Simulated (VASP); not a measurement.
Calculation: HSEsol screened hybrid, VASP's PBE PAW potentials (set 64) (plane waves; VASP 6.6.1).

The input files of a VASP run:

### KPOINTS
```
Automatic mesh
0
Gamma
6 6 6
0 0 0
```

**INCAR**
```
AEXX=0.25
ALGO=Normal
EDIFF=1E-6
ENCUT=520
GGA=PS
HFSCREEN=0.2
ISIF=2
ISMEAR=0
ISYM=3
LASPH=T
LCHARG=F
LHFCALC=T
LMAXMIX=4
LREAL=F
LWAVE=F
NELM=60
PREC=Accurate
PRECFOCK=Fast
SIGMA=0.05
SYSTEM=SrO
```

### POSCAR
```
SrO
3.6431650
  0.0000000000   0.7071067824   0.7071067824
  0.7071067824   0.0000000000   0.7071067824
  0.7071067824   0.7071067824   0.0000000000
Sr O
1 1
direct
  0.0000000000   0.0000000000   0.0000000000
  0.5000000000   0.5000000000   0.5000000000
```

POTCAR, in this order: Sr_sv O (PBE.64 set). Program: vasp_std. Read from the step before: WAVECAR.

Q: Predict the energy per atom (σ→0), pressure, band gap (on the k-mesh).

A: 
| Item | Value |
|---|---|
| energy per atom (σ→0) | -7.333 eV/atom |
| band gap (on the k-mesh) | 4.66 eV |
| pressure | -2.15 GPa |

OSZICAR:
```
...
DAV:   3    -0.146668936782E+02    0.16578E-02   -0.11418E-03   428   0.414E-01    0.612E-01
DAV:   4    -0.146664201687E+02    0.47351E-03   -0.54932E-04   544   0.254E-01    0.322E-01
DAV:   5    -0.146662952775E+02    0.12489E-03   -0.17597E-04   608   0.134E-01    0.175E-01
DAV:   6    -0.146662621745E+02    0.33103E-04   -0.38144E-05   564   0.657E-02    0.965E-02
DAV:   7    -0.146662529614E+02    0.92131E-05   -0.83216E-06   552   0.318E-02    0.545E-02
DAV:   8    -0.146662505105E+02    0.24508E-05   -0.25324E-06   408   0.170E-02    0.313E-02
DAV:   9    -0.146662499099E+02    0.60059E-06   -0.73032E-07   232   0.976E-03
   1 F= -.14666250E+02 E0= -.14666250E+02  d E =-.279834E-16
```

The compound is SrO in the rock salt structure. This cell is one point of a volume scan, at 0.97 of the reference volume. The cell's shape comes from a PBE relaxation.
